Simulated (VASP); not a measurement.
Output of a VASP run:

**OSZICAR**
```
       N       E                     dE             d eps       ncg     rms          rms(c)
DAV:   1     0.127942071399E+03    0.12794E+03   -0.11961E+04  2584   0.201E+03
DAV:   2    -0.302862504376E+01   -0.13097E+03   -0.12697E+03  2660   0.349E+02
DAV:   3    -0.726980922427E+01   -0.42412E+01   -0.42196E+01  3017   0.720E+01
DAV:   4    -0.729657262253E+01   -0.26763E-01   -0.26761E-01  2954   0.502E+00
DAV:   5    -0.729685480344E+01   -0.28218E-03   -0.28218E-03  3136   0.516E-01    0.911E+00
DAV:   6    -0.679434101309E+01    0.50251E+00   -0.17405E+00  2576   0.160E+01    0.564E+00
DAV:   7    -0.676066033016E+01    0.33681E-01   -0.37936E-02  3532   0.419E+00    0.296E+00
DAV:   8    -0.674932593832E+01    0.11334E-01   -0.10155E-02  2982   0.124E+00    0.129E-01
DAV:   9    -0.674934278104E+01   -0.16843E-04   -0.44537E-04  2870   0.265E-01    0.661E-02
DAV:  10    -0.674934017192E+01    0.26091E-05   -0.38131E-05  3109   0.104E-01    0.165E-02
DAV:  11    -0.674933924840E+01    0.92353E-06   -0.78178E-06  2884   0.697E-02    0.295E-03
DAV:  12    -0.674933924207E+01    0.63278E-08   -0.14817E-07  1866   0.866E-03
   1 F= -.67493392E+01 E0= -.67492342E+01  d E =-.315205E-03
```

File OUTCAR:
```
------------------------ aborting loop because EDIFF is reached ----------------------------------------
  FORCE on cell =-STRESS in cart. coord.  units (eV):
  Direction    XX          YY          ZZ          XY          YZ          ZX
  --------------------------------------------------------------------------------------
  Total       -0.8340289     -0.8340289     -0.8340289     -0.0000000     -0.0000000     -0.0000000
  in kB      -43.5381008    -43.5381008    -43.5381008     -0.0000000     -0.0000000     -0.0000000
  external PRESSURE =     -43.5381008 kB  Pullay stress =       0.0000000 kB
  volume of cell :       30.69
      direct lattice vectors                 reciprocal lattice vectors
     3.130935100  0.000000000  0.000000000     0.319393398  0.000000000  0.000000000
     0.000000000  3.130935100  0.000000000     0.000000000  0.319393398  0.000000000
     0.000000000  0.000000000  3.130935100     0.000000000  0.000000000  0.319393398
 POSITION                                       TOTAL-FORCE (eV/Angst)
 -----------------------------------------------------------------------------------
      1.56547      1.56547      1.56547         0.000000      0.000000      0.000000
      0.00000      0.00000      0.00000         0.000000      0.000000      0.000000
 -----------------------------------------------------------------------------------
    total drift:                                0.000000      0.000000     -0.000000
  FREE ENERGIE OF THE ION-ELECTRON SYSTEM (eV)
  ---------------------------------------------------
  free  energy   TOTEN  =        -6.7493392421 eV

  energy  without entropy=       -6.7490240368  energy(sigma->0) =       -6.74923417
```
(Selected blocks of OUTCAR.)

**POSCAR**
```
AuZn
1
    3.1309350996     0.0000000000     0.0000000000
    0.0000000000     3.1309350996     0.0000000000
    0.0000000000     0.0000000000     3.1309350996
Zn Au
1 1
Direct
  0.5000000000   0.5000000000   0.5000000000
  0.0000000000   0.0000000000   0.0000000000
```

Q: Write an INCAR and KPOINTS that could have produced this output.

A: One answer among several that fit: the input of the run itself, LDA (Ceperley-Alder, Perdew-Zunger), plane waves, VASP's LDA PAW potentials (set 64).

### INCAR
```
! general
SYSTEM =AuZn
PREC   =Accurate
ENCUT  =520
LREAL  =.False.
LASPH  =.True.

! electronic loop
EDIFF  =1E-7
NELM   =100
ALGO   =Normal
LMAXMIX=6

! smearing
ISMEAR =1
SIGMA  =0.1

! ions
ISIF   =2

! output
LWAVE  =.False.
LCHARG =.False.
```

KPOINTS:
```
Regular mesh
0
gamma
  12 12 12
0 0 0
```

POTCAR, in this order: Zn Au (LDA.64 set). Program: vasp_std.

The compound is AuZn in the CsCl type structure. This cell is one point of a volume scan, at 1.03 of the reference volume. The electron count is odd and the run is not spin-polarised, which forces a metal.
